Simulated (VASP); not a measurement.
Computed with LDA (Ceperley-Alder, Perdew-Zunger), VASP's LDA PAW potentials (set 64) (plane waves; VASP).

Input for VASP

File KPOINTS:
```
Automatic
0
gamma
 16 16 9
```

### INCAR
```
SYSTEM = Ru
PREC = Accurate; ENCUT = 500; LREAL = .FALSE.
LASPH = .TRUE.
EDIFF = 1E-6; NELM = 100; ALGO = Normal
LMAXMIX = 4
ISMEAR = 1; SIGMA = 0.1
IBRION = 2; NSW = 40; ISIF = 3
EDIFFG = -0.02
LWAVE = .FALSE.; LCHARG = .FALSE.
```

### POSCAR
```
Ru
1.0
  1.3382570936  -2.3179294296   0.0000000000
  1.3382570936   2.3179294296   0.0000000000
  0.0000000000   0.0000000000   4.2208441754
Ru
2
direct
  0.3333330000   0.6666670000   0.2500000000
  0.6666670000   0.3333330000   0.7500000000
```

POTCAR, in this order: Ru_pv (LDA.64 set). Program: vasp_std.

Output of the run:

File OUTCAR:
```
 ion  position               nearest neighbor table
   1  0.333  0.667  0.250-   2 2.62   2 2.62   2 2.62   2 2.62   2 2.62   2 2.62
   2  0.667  0.333  0.750-   1 2.62   1 2.62   1 2.62   1 2.62   1 2.62   1 2.62
  LATTYP: Found a hexagonal cell.
 ALAT       =     2.6765143170
 C/A-ratio  =     1.5769929376
 Subroutine PRICEL returns:
 Original cell was already a primitive cell.
 Subroutine GETGRP returns: Found 24 space group operations
The static configuration has the point symmetry D_3d.
 The point group associated with its full space group is D_6h.
The dynamic configuration has the point symmetry D_3d.
 Subroutine INISYM returns: Found 24 space group operations
 Subroutine IBZKPT returns following result:
 Found    150 irreducible k-points:

 Following reciprocal coordinates:
            Coordinates               Weight
  0.000000  0.000000  0.000000      1.000000
  0.062500 -0.000000  0.000000      6.000000
  0.125000 -0.000000  0.000000      6.000000
  0.187500 -0.000000  0.000000      6.000000
  0.250000 -0.000000  0.000000      6.000000
  0.312500 -0.000000  0.000000      6.000000
  0.375000 -0.000000  0.000000      6.000000
  0.437500 -0.000000  0.000000      6.000000
  0.500000 -0.000000  0.000000      3.000000
  0.062500  0.062500  0.000000      6.000000
  0.125000  0.062500  0.000000     12.000000
  0.187500  0.062500  0.000000     12.000000
  0.250000  0.062500  0.000000     12.000000
  0.312500  0.062500  0.000000     12.000000
  0.375000  0.062500  0.000000     12.000000
  0.437500  0.062500  0.000000     12.000000
  0.125000  0.125000  0.000000      6.000000
  0.187500  0.125000  0.000000     12.000000
  0.250000  0.125000  0.000000     12.000000
  0.312500  0.125000  0.000000     12.000000
  0.375000  0.125000  0.000000     12.000000
  0.437500  0.125000  0.000000      6.000000
...
```

File OSZICAR:
```
       N       E                     dE             d eps       ncg     rms          rms(c)
DAV:   1     0.280422616228E+03    0.28042E+03   -0.17689E+04  5408   0.169E+03
DAV:   2    -0.160266915330E+02   -0.29645E+03   -0.29074E+03  5708   0.493E+02
DAV:   3    -0.227771924869E+02   -0.67505E+01   -0.65740E+01  5672   0.799E+01
DAV:   4    -0.228513686497E+02   -0.74176E-01   -0.73853E-01  6620   0.727E+00
DAV:   5    -0.228524878175E+02   -0.11192E-02   -0.11191E-02  5836   0.827E-01    0.201E+01
DAV:   6    -0.215121141777E+02    0.13404E+01   -0.34910E+00  5468   0.195E+01    0.542E+00
DAV:   7    -0.214064080002E+02    0.10571E+00   -0.29319E-01  5574   0.499E+00    0.122E+00
DAV:   8    -0.213944237532E+02    0.11984E-01   -0.92552E-03  5506   0.122E+00    0.245E-01
DAV:   9    -0.213941318164E+02    0.29194E-03   -0.61820E-04  6926   0.279E-01    0.305E-02
DAV:  10    -0.213941559078E+02   -0.24091E-04   -0.15133E-05  5876   0.370E-02    0.631E-03
DAV:  11    -0.213941557814E+02    0.12640E-06   -0.55153E-07  3158   0.724E-03
   1 F= -.21394156E+02 E0= -.21394358E+02  d E =-.213942E+02
       N       E                     dE             d eps       ncg     rms          rms(c)
DAV:   1    -0.214278405970E+02   -0.33685E-01   -0.77971E-01  5446   0.109E+01    0.158E+00
DAV:   2    -0.213937352232E+02    0.34105E-01   -0.10212E-01  5436   0.345E+00    0.271E-01
DAV:   3    -0.213927950016E+02    0.94022E-03   -0.55161E-03  5518   0.716E-01    0.147E-01
DAV:   4    -0.213930084059E+02   -0.21340E-03   -0.43531E-04  6340   0.174E-01    0.249E-02
DAV:   5    -0.213930159366E+02   -0.75307E-05   -0.29394E-05  6070   0.551E-02    0.137E-02
DAV:   6    -0.213930167155E+02   -0.77890E-06   -0.31608E-06  5088   0.156E-02
   2 F= -.21393017E+02 E0= -.21393240E+02  d E =0.113907E-02
       N       E                     dE             d eps       ncg     rms          rms(c)
DAV:   1    -0.214136115808E+02   -0.20596E-01   -0.43270E-01  5444   0.808E+00    0.123E+00
DAV:   2    -0.213947517598E+02    0.18860E-01   -0.56523E-02  5434   0.256E+00    0.197E-01
DAV:   3    -0.213941880533E+02    0.56371E-03   -0.31628E-03  5518   0.543E-01    0.123E-01
DAV:   4    -0.213943092882E+02   -0.12123E-03   -0.24047E-04  6308   0.129E-01    0.185E-02
DAV:   5    -0.213943150819E+02   -0.57937E-05   -0.24244E-05  6020   0.498E-02    0.897E-03
DAV:   6    -0.213943143132E+02    0.76868E-06   -0.25990E-06  4570   0.158E-02
   3 F= -.21394314E+02 E0= -.21394523E+02  d E =-.158532E-03
```

OUTCAR:
```
------------------------ aborting loop because EDIFF is reached ----------------------------------------
  FORCE on cell =-STRESS in cart. coord.  units (eV):
  Direction    XX          YY          ZZ          XY          YZ          ZX
  --------------------------------------------------------------------------------------
  Total        0.0082434      0.0082434     -0.0376991      0.0000000      0.0000000      0.0000000
  in kB        0.5032591      0.5032591     -2.3015254      0.0000000      0.0000000      0.0000000
  external PRESSURE =      -0.4316691 kB  Pullay stress =       0.0000000 kB
  volume of cell :       26.24
      direct lattice vectors                 reciprocal lattice vectors
     1.339502457 -2.320086464 -0.000000000     0.373272925 -0.215509210  0.000000000
     1.339502457  2.320086464 -0.000000000     0.373272925  0.215509210 -0.000000000
     0.000000000  0.000000000  4.222287471     0.000000000 -0.000000000  0.236838445
 POSITION                                       TOTAL-FORCE (eV/Angst)
 -----------------------------------------------------------------------------------
      1.33950      0.77336      1.05557         0.000000      0.000000      0.000000
      1.33950     -0.77336      3.16672        -0.000000     -0.000000      0.000000
 -----------------------------------------------------------------------------------
    total drift:                               -0.000012      0.000496     -0.000045
  FREE ENERGIE OF THE ION-ELECTRON SYSTEM (eV)
  ---------------------------------------------------
  free  energy   TOTEN  =       -21.3943143132 eV

  energy  without entropy=      -21.3949390181  energy(sigma->0) =      -21.39452255

 reached required accuracy - stopping structural energy minimisation
```
(Selected blocks of OUTCAR.)

### CONTCAR
```
Ru
   1.00000000000000
     1.3395024574936110   -2.3200864635561178   -0.0000000000000000
     1.3395024574936110    2.3200864635561178   -0.0000000000000000
     0.0000000000000000    0.0000000000000000    4.2222874706311551
  Ru
     2
Direct
     0.3333330000000032    0.6666669999999968    0.2500000000000000
     0.6666669999999968    0.3333330000000032    0.7500000000000000
```

The compound is Ru in the hcp structure. This run relaxes it. Symmetry was kept, so distortions that lower it aren't found.
